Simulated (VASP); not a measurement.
Given:

```
CELL_PARAMETERS angstrom
      0.00000     3.00551     3.00551
      3.00551     0.00000     3.00551
      3.00551     3.00551     0.00000
ATOMIC_POSITIONS crystal
  Pb 0.00000 0.00000 0.00000
  F  0.25000 0.25000 0.25000
  F  0.75000 0.75000 0.75000
```

Computed with vdW-DF2, VASP's PBE PAW potentials (set 64) (plane waves; VASP). Run with 520 eV cut-off, 6×6×6 Γ-centred mesh, Gaussian smearing of 0.050 eV, potentials Pb_d F.

Task: Give the stress tensor in GPa (positive for a compressed cell).

Result: 
```
2.09  0.00  0.00
0.00  2.09  0.00
0.00  0.00  2.09
```
The pressure is its mean diagonal, 2.09 GPa.

The compound is PbF2 in the fluorite structure, the β form. This cell is one point of a volume scan, at 0.97 of the reference volume.
